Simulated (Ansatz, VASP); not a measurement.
## AlGaAsN in two plane-wave programs

Wanted: the spread between two codes on one cell, functional and k mesh. The cell is invented: As first built, before any earlier steps moved the atoms (in the runner's words): it takes the AlGaN2 structure with some of its atoms replaced by other elements, volume scaled by an estimate. It may not be a known or stable phase. The cell is taken from a series of VASP runs on this material, whose earlier steps may have relaxed, scaled or displaced it; both programs get it as it stands.

Calculated with Ansatz 0.2.0; plane waves, with VASP 6.6.1 beside it; band structure at HSE06.

## 1. The starting structure

The structure is trigonal, space group P3m1 (No. 156). The conventional cell has a = 3.533 Å, b = 3.533 Å, c = 6.025 Å, α = 90.00°, β = 90.00°, γ = 120.00°. Nearest to As lie 3 Ga at 2.33 Å and 1 Al at 2.50 Å. Nearest to Ga lie 1 N at 1.99 Å and 3 As at 2.33 Å. Nearest to Al lie 3 N at 2.08 Å and 1 As at 2.50 Å. Nearest to N lie 1 Ga at 1.99 Å and 3 Al at 2.08 Å. As first built, before any earlier steps moved the atoms (in the runner's words): sites of the AlGaN2 structure (space group 156) filled with other elements, volume scaled by an estimate. Farther neighbours and most contacts between anions are not listed.

## 2. Ansatz: band structure, HSE06

Ansatz runs on its default PAW (the set named soft_2) files.

With cell and atoms fixed, the geometry can't cause a difference; cores, projectors, grids and the points listed under the comparison can.

Input file input.yaml:

```yaml
crystal:
  lattice:
    - [3.5327190379, 0.0, 0.0]
    - [-1.766359519, 3.0594241788, 0.0]
    - [0.0, 0.0, 6.0245879883]
  atoms:
    - { symbol: As, position: [0.0, 0.0, 0.6321345327] }
    - { symbol: Ga, position: [0.66666667, 0.33333333, 0.4440523102] }
    - { symbol: Al, position: [0.0, 0.0, 0.0462720779] }
    - { symbol: "N", position: [0.66666667, 0.33333333, 0.1139410893] }
hamiltonian:
  xc: { exchange: pbe, correlation: pbe, exx: { coeff: 0.25, omega: 0.2 } }
  pseudopotentials: { kind: paw }
kpoints:
  mp_grid: { grid: [5, 5, 3] }
  band_path:
    path:
      - [0.0, 0.0, 0.0]
      - [0.4, 0.0, 0.0]
      - [0.4, 0.2, 0.0]
      - [0.2, 0.2, 0.0]
      - [0.0, 0.0, 0.1]
      - [0.0, 0.0, 0.5]
      - [0.4, 0.0, 0.5]
      - [0.4, 0.2, 0.5]
      - [0.2, 0.2, 0.5]
      - [0.5, 0.0, 0.4]
      - [0.33333, 0.33333, 0.0]
      - [0.33333, 0.33333, 0.5]
    npoints: 1
scf:
  occupations: { method: fermi_dirac, width: 0.05 }
  n_extra_bands: 8
output:
  forces: true
  stress: true
  eigenvalues: true
```

Started as:

```
ansatz run input.yaml --threads 4 --pin off --max-ram 9216MiB --backend cpu --events-out ev --progress --plain --runs-dir out
```

Numbers of over 12 decimals in the logs are rounded to 6 here.

The log of the run:

```text
Warning: output.stress: scf.convergence.dr2_threshold = 1e-7 eV (the SCF's general default) is looser than the 4e-10 eV advised for a printed stress (1e-10 eV for each atom of the cell: 4). What an SCF threshold leaves in a stress goes as its square root, and in the free energy as the threshold itself, and one threshold admits the most on a small cell: [figures from the program's tests cut] Set scf.convergence.dr2_threshold to 4e-10 eV or tighter. The threshold is an SCF's pass mark: one that does not reach it within its budget of iterations ends unconverged, or closes short of it on a stop that the run arms, and scf.convergence.dr2_threshold's page says what that costs each kind of run
Warning: output.stress: scf.exx.energy_threshold = 1e-6 eV is looser than the 4e-8 eV advised for a stress under a hybrid functional (1e-8 eV for each atom of the cell: 4). Every SCF of the exchange loop can meet its threshold on dr2 while the loop round them stops early: no threshold on dr2 bounds what that leaves in the stress. Set scf.exx.energy_threshold to 4e-8 eV or tighter. The threshold is the loop's pass mark: a loop that does not reach it within its budget of cycles ends unconverged, and scf.exx.energy_threshold's page has the law
scf.n_extra_bands = 8 over 18 filled bands (N_el = 36.0): the run solves 26 bands
Engine: ansatz 0.2.0, x86_64-unknown-linux-gnu
Pseudopotentials: kind: paw
Pseudopotential: As, paw, valence charge 15, recommended cutoff 420 eV (normal), As.paw.azcp
Pseudopotential: Ga, paw, valence charge 13, recommended cutoff 420 eV (normal), Ga.paw.azcp
Pseudopotential: Al, paw, valence charge 3, recommended cutoff 420 eV (normal), Al.paw.azcp
Pseudopotential: N, paw, valence charge 5, recommended cutoff 420 eV (normal), N.paw.azcp
Functional definition: unnamed
  parameter a_1 = 0.25
  parameter omega_1 = 0.2/angstrom
  exchange = pbe_x + (-a_1)*pbe_x_sr(omega_1) + a_1*exact_x_sr(omega_1)
  correlation = pbe_c
Crystal: 4 atoms, lattice volume = 65.114 Å³
Basis set: ecut = 420 eV, 1287 PW (Γ), exchange–correlation on 48×48×90 points (8 copies of the dense FFT grid, shifted against one another)
Bands: 26, of which v1, the nominal top of the filled ones, is band 18 counted from 1 (17 counted from 0)
Symmetry: 6 space group operations
Space group: P3m1 (ITA 156), of the structure as read, at distance tolerance 4.0e-5 Å
k-points: 12 of 75 (time reversal used)
Non-local potential: As, projectors of the file, l = 0: 2, l = 1: 2, l = 2: 3, l = 3: 1
Non-local potential: Ga, projectors of the file, l = 0: 2, l = 1: 2, l = 2: 3, l = 3: 1
Non-local potential: Al, projectors of the file, l = 0: 2, l = 1: 2, l = 2: 1
Non-local potential: N, projectors of the file, l = 0: 2, l = 1: 2, l = 2: 1
PAW form: soft (Blöchl's): semilocal exchange-correlation on the pseudo side does not see the compensation charge
PAW frozen core: As, regenerated for the run's functional, and the local potential with it (the file was generated under x = pbe(κ = 0.804, μ = 0.219515), c = pbe(β = 0.066725))
PAW frozen core: Ga, regenerated for the run's functional, and the local potential with it (the file was generated under x = pbe(κ = 0.804, μ = 0.219515), c = pbe(β = 0.066725))
PAW frozen core: Al, regenerated for the run's functional, and the local potential with it (the file was generated under x = pbe(κ = 0.804, μ = 0.219515), c = pbe(β = 0.066725))
PAW frozen core: N, regenerated for the run's functional, and the local potential with it (the file was generated under x = pbe(κ = 0.804, μ = 0.219515), c = pbe(β = 0.066725))
PAW one-centre angular grid: As, 590 points (default); XC on 64 Gauss nodes
PAW one-centre angular grid: Ga, 590 points (default); XC on 64 Gauss nodes
PAW one-centre angular grid: Al, 110 points (default); XC on 64 Gauss nodes
PAW one-centre angular grid: N, 110 points (default); XC on 64 Gauss nodes
Initial density: superposition of atomic densities (neutral atoms: chi_scale 0, normalization atom), corrected by the library's trained network
Initial wavefunctions: pseudopotential atomic-orbital guess
Functional: x = pbe(κ = 0.804, μ = 0.219515), c = pbe(β = 0.066725), warm-up for x = pbe(κ = 0.804, μ = 0.219515) + 0.25 (exact − pbe) at short range (hse, ω = 0.2 Å⁻¹), c = pbe(β = 0.066725)
SCF iter   1: F=—  HF=-9561.840546 eV  |F-HF|=—  |Δ(HF+E_count)|=         —  Δρ=3.61e-3  dr2=2.03e-2  ethr=1.77e-3  ⟨swp⟩=7.8  Hψ=1408  notcnv=0
preconditioner: auto → Kerker (q_TF=auto, 2.472 Å⁻¹)  [metal: Δε(μ)=0.070 eV  Ē_g=15.112 eV  σ=0.050 eV  W_gap=0.33  n_scr=22 (ndim 8)  ℏωp=23.5 eV  f_vac=0.001  D(μ)=1.44/eV (n_scr^D=2)]
SCF iter   2: F=—  HF=-9561.839322 eV  |F-HF|=—  |Δ(HF+E_count)|=   1.22e-3  Δρ=1.96e-3  dr2=8.16e-3  ethr=5.64e-5  ⟨swp⟩=4.3  Hψ=693  notcnv=0  defer=19
SCF iter   3: F=—  HF=-9561.838850 eV  |F-HF|=—  |Δ(HF+E_count)|=   4.72e-4  Δρ=6.28e-4  dr2=9.11e-4  ethr=2.27e-5  ⟨swp⟩=3.2  Hψ=588  notcnv=0  defer=6
SCF iter   4: F=—  HF=-9561.838660 eV  |F-HF|=—  |Δ(HF+E_count)|=   1.90e-4  Δρ=4.26e-4  dr2=2.52e-4  ethr=2.53e-6  ⟨swp⟩=3.2  Hψ=637  notcnv=0  defer=1
iter 5 solved again at ethr=5.71e-8 eV; its pass at ethr=7.00e-7 eV (dr2=2.05e-5 eV) is discarded
[...]
SCF 2 stopped early in 8 iterations: F = -9563.858132 eV  dr2 = 4.12e-6
  Residual-converged pass: ⟨swp⟩=4.0  Hψ=863  notcnv=0  max |occ|·‖R‖ = 5.9e-6 eV (tolerance 6.7e-6 eV)  dr2=4.12e-6  dr2_onsite=3.47e-6  max |Δocc| = 2.0e-9
hybrid outer 1: dexx = +2.268e-2 eV, tail = 1.07e-4 eV
Exchange kernel: α = 0.2500, screened, ω = 0.2000 Å⁻¹, Wigner–Seitz truncation, v(0) = 1121.2506 eV·Å³, q-mesh 5×5×3, nearest image of the exchange supercell L = 17.66 Å, pair-density grid 18×18×30, without the augmentation charges, whose exchange is taken in its separable form by FFT convolution over the k-point mesh (sized by the pseudopotential files, 24×24×45 at the most), smooth part of the exact exchange by density-matrix convolution
Frozen-core exchange: fock
SCF iter   1: F=—  HF=-9563.858335 eV  |F-HF|=—  |Δ(HF+E_count)|=         —  Δρ=1.06e-4  dr2=8.59e-6  ethr=1.48e-6  ⟨swp⟩=5.4  Hψ=744  notcnv=0
preconditioner: auto → none  [insulator: Δε(μ)=0.316 eV  Ē_g=17.455 eV  σ=0.050 eV  W_gap=0.67  n_scr=22 (ndim 8)  ℏωp=23.5 eV  f_vac=0.008  D(μ)=0.42/eV (n_scr^D=2)]
SCF iter   2: F=—  HF=-9563.858335 eV  |F-HF|=—  |Δ(HF+E_count)|=   8.61e-8  Δρ=4.01e-5  dr2=1.00e-6  ethr=1.99e-8  ⟨swp⟩=4.0  Hψ=839  notcnv=0
SCF iter   3: F=—  HF=-9563.858336 eV  |F-HF|=—  |Δ(HF+E_count)|=   1.38e-6  Δρ=2.71e-5  dr2=5.26e-7  ethr=2.20e-9  ⟨swp⟩=3.8  Hψ=724  notcnv=0  defer=1
SCF iter   4: F=—  HF=-9563.858336 eV  |F-HF|=—  |Δ(HF+E_count)|=   1.22e-7  Δρ=8.62e-6  dr2=4.27e-8  ethr=1.38e-9  ⟨swp⟩=3.0  Hψ=576  notcnv=0
SCF iter   5: F=—  HF=-9563.858336 eV  |F-HF|=—  |Δ(HF+E_count)|=   4.96e-8  Δρ=5.85e-6  dr2=3.62e-8  ethr=9.12e-11  ⟨swp⟩=4.6  Hψ=848  notcnv=0  defer=7
SCF iter   6: F=—  HF=-9563.858336 eV  |F-HF|=—  |Δ(HF+E_count)|=   9.71e-9  Δρ=9.06e-7  dr2=8.91e-10  ethr=9.12e-11  ⟨swp⟩=3.0  Hψ=594  notcnv=0
SCF iter   7: F=-9563.858336 eV  HF=-9563.858336 eV  |F-HF|=8.00e-10  |Δ(HF+E_count)|=   1.14e-9  Δρ=8.62e-7  dr2=7.84e-10  ethr=1.97e-12  ⟨swp⟩=4.5  Hψ=921  notcnv=0  defer=1
SCF 3 converged in 7 iterations: F = -9563.858336 eV  dr2 = 7.84e-10
  Residual-converged pass: ⟨swp⟩=3.0  Hψ=590  notcnv=0  max |occ|·‖R‖ = 2.6e-7 eV (tolerance 2.7e-7 eV)  dr2=7.85e-10  dr2_onsite=1.66e-10  max |Δocc| = 1.6e-13
hybrid outer 2: dexx = +1.631e-6 eV, tail = 3.56e-8 eV, Δε = 4.91e-3 eV (about 1.34e-4 eV left of the loop's levels), ΔF = 1.82e-2 eV/Å (tail 2.28e-3)
Exchange kernel: α = 0.2500, screened, ω = 0.2000 Å⁻¹, Wigner–Seitz truncation, v(0) = 1121.2506 eV·Å³, q-mesh 5×5×3, nearest image of the exchange supercell L = 17.66 Å, pair-density grid 18×18×30, without the augmentation charges, whose exchange is taken in its separable form by FFT convolution over the k-point mesh (sized by the pseudopotential files, 24×24×45 at the most), smooth part of the exact exchange by density-matrix convolution
Frozen-core exchange: fock
SCF iter   1: F=—  HF=-9563.858336 eV  |F-HF|=—  |Δ(HF+E_count)|=         —  Δρ=2.58e-6  dr2=3.03e-9  ethr=4.94e-10  ⟨swp⟩=6.7  Hψ=784  notcnv=0
preconditioner: auto → none  [insulator: Δε(μ)=0.315 eV  Ē_g=17.455 eV  σ=0.050 eV  W_gap=0.67  n_scr=22 (ndim 8)  ℏωp=23.5 eV  f_vac=0.008  D(μ)=0.42/eV (n_scr^D=2)]
SCF iter   2: F=—  HF=-9563.858336 eV  |F-HF|=—  |Δ(HF+E_count)|=  8.64e-10  Δρ=4.49e-7  dr2=3.10e-10  ethr=6.22e-12  ⟨swp⟩=4.0  Hψ=845  notcnv=0
SCF iter   3: F=-9563.858336 eV  HF=-9563.858336 eV  |F-HF|=6.73e-11  |Δ(HF+E_count)|=  6.31e-10  Δρ=4.44e-7  dr2=1.08e-10  ethr=1.00e-12  ⟨swp⟩=4.0  Hψ=720  notcnv=0
SCF 4 converged in 3 iterations: F = -9563.858336 eV  dr2 = 1.08e-10
  Residual-converged pass: ⟨swp⟩=2.9  Hψ=601  notcnv=0  max |occ|·‖R‖ = 2.7e-7 eV (tolerance 2.7e-7 eV)  dr2=1.08e-10  dr2_onsite=1.89e-11  max |Δocc| = 2.2e-13
hybrid outer 3: dexx = +7.194e-10 eV, tail = 2.63e-10 eV, Δε = 1.29e-4 eV (about 1.78e-5 eV left of the loop's levels), ΔF = 4.74e-4 eV/Å (tail 9.27e-5)
NSCF: frozen V_eff on 12 k-points
hybrid SCF converged: 3 outer / 18 inner (+11 warm-up), last move |dexx| = 7.19e-10 eV, tail = 2.63e-10 eV
Stability not checked: this state was not tested for a lower state beside it, because the functional holds exact exchange (a hybrid, or Hartree-Fock), whose exchange loop this test does not read (fock_operator; see scf.lower_state_search)
Free energy (F): -9563.858336 eV
Frozen-core exchange: fock
Harris-Foulkes:  -9563.858336 eV  (|F-HF|=6.73e-11)
Internal energy: -9563.854827 eV  (E = F + TS)
E sigma→0 (E₀):  -9563.856581 eV
Entropy (-TS):   -0.003510 eV (-0.877 meV/atom)
Fermi energy:    9.831961 eV
--- Per-component energies (eV) ---
  E_band       = -354.758135
  E_kinetic    = 372.226306
  E_local      = -4771.065729  (includes V_loc(G=0)·N_el)
  E_nonlocal   = -191.447365
  E_hartree    = 2387.354494
  E_xc         = -201.005795
  E_vxc        = -195.913337  (∫ρ·V_xc dr)
  E_exx        = -127.143704  (= α·E_x^exact, valence–valence)
  E_paw        = -4341.285531  (= ΣΔE_a)
  E_vpaw       = -88.979426  (= ΣTr[D̂ρ^β])
  E_aug_tail   = -0.000013  (compensation charges beyond the density's cutoff)
  E_ewald      = -2690.773576
  E_core_change = -0.713915  (= ΣΔE_core)
  E_smearing   = -0.003510  (= −TS)
  E_closure    = -0.000000  (closes the sum)
  Σ components = -9563.858336   (vs F -9563.858336, Δ=0.00e0)
--- Forces (eV/Å), atoms counted from 1 ---
  atom   1  As     0.00000000    -0.00000000    -0.26473316
  atom   2  Ga     0.00000000    -0.00000000     0.27333871
  atom   3  Al     0.00000000     0.00000000    -0.27844939
  atom   4  N      0.00000000    -0.00000000     0.26983891
  max |Σ_I F_I| component: 4.93e-6 eV/Å
--- Stress (GPa, compression-positive) ---
       -0.585858       0.000000       0.000000
        0.000000      -0.585858      -0.000000
       -0.000000      -0.000000      -3.599253
  P = ⅓ Tr σ = -1.5903 GPa (-15.903 kbar)
--- Band table (eV; the first three rows and the last of 12) ---
  k-point 0: bands = [... 14 lower, 4.7820, 6.8137, 8.5899, 9.7968, 9.7968, 13.6962, 15.1247, 15.1247, ... 4 higher]
  k-point 1: bands = [... 14 lower, 4.8030, 4.8030, 9.7163, 9.7163, 10.2460, 13.6653, 14.4226, 15.3017, ... 4 higher]
  k-point 2: bands = [... 14 lower, 4.4697, 6.3155, 6.7608, 8.8763, 10.1117, 13.2493, 14.6545, 15.3035, ... 4 higher]
  k-point 11: bands = [... 14 lower, 2.9090, 4.4571, 5.3369, 6.1237, 11.2488, 12.6869, 13.3979, 14.2874, ... 4 higher]
```

It took 45 s on 4 threads of Intel Xeon Platinum 8488C (Sapphire Rapids), shared host; peak memory 1.4 GiB; 2.6 min of CPU time.

In the SCF lines HF is the Harris–Foulkes energy and dr2 the Hartree energy of the density residual, in eV; the loop may stop once dr2 is under the threshold and the program's other checks hold. Hψ counts applications of the Hamiltonian.

(Continued in part 2 of 2.)

[Lines on the potential files, build, host, timing and source positions are cut from VASP's logs without a mark.]

[Logs are printed without paths, hosts, clocks, repeated set-up lines and the standing remarks that a program may print on its own settings, such as how far it seeks lower states.]

[Hosts, paths, dates, database ids (printed as entryN), source tags and the programs' standing remarks are cut or masked in the printed files.]
